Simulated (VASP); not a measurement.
A VASP calculation is set up with these files.

KPOINTS:
```
kpoints
0
Gamma
12 11 9
```

POSCAR:
```
CuAu
1
    2.7374660000     0.0000000000     0.0000000000
    0.0000000000     2.8607460000     0.0000000000
    0.0000000000     0.0000000000     3.6087280000
Cu Au
1 1
Direct
  0.0000000000   0.0000000000   0.0000000000
  0.5128910000   0.5000000000   0.5000000000
```

### INCAR
```
ISIF = 2
SYSTEM = CuAu
LDAUU = 6.0 0
LCHARG = .FALSE.
LREAL = .FALSE.
LMAXMIX = 6   ! l cut-off of mixed one-centre charges
EDIFF = 1E-6   ! SCF stop (eV)
LWAVE = .FALSE.
LDAUJ = 0 0
ISMEAR = 1
LDAUL = 2 -1
PREC = Accurate
LASPH = .TRUE.
LDAUPRINT = 1
SIGMA = 0.1
LDAU = .TRUE.
GGA = PE   ! PBE
ENCUT = 400   ! plane-wave cut-off (eV)
ALGO = Normal   ! blocked Davidson
NELM = 100   ! most electronic steps
LDAUTYPE = 2   ! Dudarev
LORBIT = 10
```

POTCAR, in this order: Cu Au (PBE.64 set). Program: vasp_std.

### Question
Write an equivalent input for Ansatz.

### Answer
One equivalent input (not run):
Ansatz 0.2 input:
```yaml
crystal:
  lattice:
    - [2.7374660, 0.0000000, 0.0000000]
    - [0.0000000, 2.8607460, 0.0000000]
    - [0.0000000, 0.0000000, 3.6087280]
  atoms:
    - { symbol: Cu, position: [0.0000000, 0.0000000, 0.0000000] }
    - { symbol: Au, position: [0.5128910, 0.5000000, 0.5000000] }
kpoints:
  mp_grid: { grid: [12, 11, 9] }
hamiltonian:
  xc: pbe
  pseudopotentials: { kind: paw }
  hubbard:
    sites:
      - { species: Cu, l: d, u_eff: 6 }
scf:
  occupations: { method: methfessel_paxton, width: 0.1 }
  max_iter: 100
output: { forces: true, stress: true, eigenvalues: true }
```
The two are equivalent in intent, not identical: each code has its own PAW files, so the cut-off isn't converted (ENCUT is set for VASP's; basis.ecutwfc is left out, and Ansatz then takes the one that its files recommend); Ansatz stops its SCF on the density residual and VASP on the energy change (EDIFF); the +U projectors differ, so the same U acts differently.

The compound is CuAu in the L1_0 structure. The cell was not relaxed at this level, atoms are displaced from their ideal sites. The run is one of a series of settings (LDAU = .TRUE., LDAUJ = 0 0, LDAUL = 2 -1, LDAUTYPE = 2, LDAUU = 6.0 0 against the base run), some of them coarse on purpose.
